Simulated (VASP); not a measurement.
A run of VASP 6.6.1:

INCAR

```
PREC = Accurate
ENCUT = 600
EDIFF = 1E-7
ISMEAR = 0
SIGMA = 0.03
LREAL = F
LASPH = T
NELM = 80
ALGO = Normal
ISIF = 3
LWAVE = F
LCHARG = F
GGA = PS
IBRION = 2
NSW = 90
EDIFFG = -0.005
KPAR = 2
```

Contents of KPOINTS:

```
Automatic mesh
0
Gamma
  6 6 6
```

Contents of POSCAR:

```
SiGe7                                   
1.0
    5.6390286139      0.0000000000     -0.0000000000
    0.0000000000     -5.6390286139      0.0000000000
    0.0000000000     -0.0000000000     -5.6390286139
  Ge              Si            
     7     1
Direct
     0.7470785373958322    0.7470785373958322    0.7470785373958322
     0.2529214626041677    0.2529214626041677    0.7470785373958322
     0.2529214626041677    0.7470785373958322    0.2529214626041677
     0.7470785373958322    0.2529214626041677    0.2529214626041677
     0.5000000000000000    0.0000000000000000    0.0000000000000000
     0.0000000000000000    0.5000000000000000    0.0000000000000000
     0.0000000000000000    0.0000000000000000    0.5000000000000000
     0.5000000000000000    0.5000000000000000    0.5000000000000000
```

Potentials or basis: VASP PAW PBE potentials, release 64 (Ge_d, Si).

Launch:

```bash
$ cat potpaw_PBE.64/Ge_d/POTCAR potpaw_PBE.64/Si/POTCAR > POTCAR
$ mpirun -np 2 vasp_std > vasp.out
```

Hardware: 2 MPI ranks on Intel(R) Xeon(R) Platinum 8259CL CPU @ 2.50GHz (Skylake/Cascade Lake) (shared host).

**Question.** Estimate the wall time of this run.

**Answer.** Wall time 8.6 min on 2 MPI ranks on Intel(R) Xeon(R) Platinum 8259CL CPU @ 2.50GHz (Skylake/Cascade Lake) (shared host), peak memory 0.45 GiB a rank. Counts: scf iterations 53, k points 20, ion steps 6.
